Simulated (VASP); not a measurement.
Crystal: BeSi.

```
Be Si
1.0
     2.96583    0.00000    0.00000
     0.00000    2.96583    0.00000
     0.00000    0.00000    2.96583
Be Si
1 1
Direct
  0.50000 0.50000 0.50000
  0.00000 0.00000 0.00000
```

The cell was built by a generator and needn't be a form met in nature.

```yaml
Program: VASP 6.6.1
Task: relaxation of cell and atoms
Functional: PBE
Potentials_or_basis: VASP PAW PBE potentials, release 64 (Be, Si)
Cutoff: 600 eV
k_mesh: 9 × 9 × 9
Occupations: gaussian, width 0.05 eV
Spin: no spin polarisation
```

At the start: pressure -8.8 GPa; volume 13.04 Å³/atom.

Question: Where does the relaxation end?

Answer: Over 4 steps the energy falls by 47.5 meV/atom and the volume is 11.45 Å³/atom (-12.2 %); space group Pm-3m (No. 221, to 0.05 Å).

Step by step:
```tsv
step	energy change (eV)	largest force (eV/Å)	pressure (GPa)	volume (Å³)
1	0.0000	0.0000	-8.78	26.09
2	-0.0906	0.0000	-2.30	23.48
3	-0.0944	0.0000	0.91	22.67
4	-0.0950	0.0000	-0.03	22.89
```

Final structure:
```
Be Si
1.0
     2.83947    0.00000    0.00000
     0.00000    2.83947    0.00000
     0.00000    0.00000    2.83947
Be Si
1 1
Direct
  0.50000 0.50000 0.50000
  0.00000 0.00000 0.00000
```
